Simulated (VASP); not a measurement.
Input for VASP

### POSCAR
```
Ca
1.0
  0.0000000000   2.7900000000   2.7900000000
  2.7900000000   0.0000000000   2.7900000000
  2.7900000000   2.7900000000   0.0000000000
Ca
1
Cartesian
  0.0000000000   0.0000000000   0.0000000000
```

**INCAR**
```
SYSTEM = Ca
PREC = Accurate; ENCUT = 300; LREAL = .False.
LASPH = .True.
EDIFF = 1E-6; NELM = 100; ALGO = Normal
ISMEAR = 0; SIGMA = 0.05
GGA = PE
IBRION = 2; NSW = 50; ISIF = 3
EDIFFG = -0.01
LWAVE = .False.; LCHARG = .False.
```

File KPOINTS:
```
Automatic mesh
0
Gamma
10 10 10
0 0 0
```

POTCAR, in this order: Ca_sv (PBE.64 set). Program: vasp_std.

Task: Write an equivalent input for Quantum ESPRESSO's pw.x.

Result: One equivalent input (not run):
```
&CONTROL
  calculation = 'vc-relax'
  pseudo_dir = './pseudo'
  outdir = './out'
  tprnfor = .true.
  tstress = .true.
  nstep = 50
  forc_conv_thr = 0.00039
/
&SYSTEM
  ibrav = 0
  nat = 1
  ntyp = 1
  ecutwfc = 68
  occupations = 'smearing'
  smearing = 'gaussian'
  degauss = 0.003675
  input_dft = 'pbe'
/
&ELECTRONS
  conv_thr = 7.3e-08
  electron_maxstep = 100
/
&IONS
/
&CELL
/
ATOMIC_SPECIES
  Ca 40.078 Ca.upf
CELL_PARAMETERS angstrom
     0.0000000    2.7900000    2.7900000
     2.7900000    0.0000000    2.7900000
     2.7900000    2.7900000    0.0000000
ATOMIC_POSITIONS crystal
  Ca   0.0000000  0.0000000  0.0000000
K_POINTS automatic
  10 10 10 0 0 0
```
What does not carry over: the potentials are each code's own (VASP's PAW set, PseudoDojo norm-conserving files in pw.x), so ENCUT and ecutwfc are chosen apart and not converted; conv_thr bounds pw.x's estimated SCF error, while EDIFF bounds the energy change between steps; forc_conv_thr acts on force components and is met together with etot_conv_thr.

The structure is a typed Ca crystal. This run relaxes it. Symmetry was kept, so distortions that lower it aren't found. The run is one of a series of settings (EDIFFG = -0.01, IBRION = 2, ISIF = 3, NSW = 50 against the base run), some of them coarse on purpose.
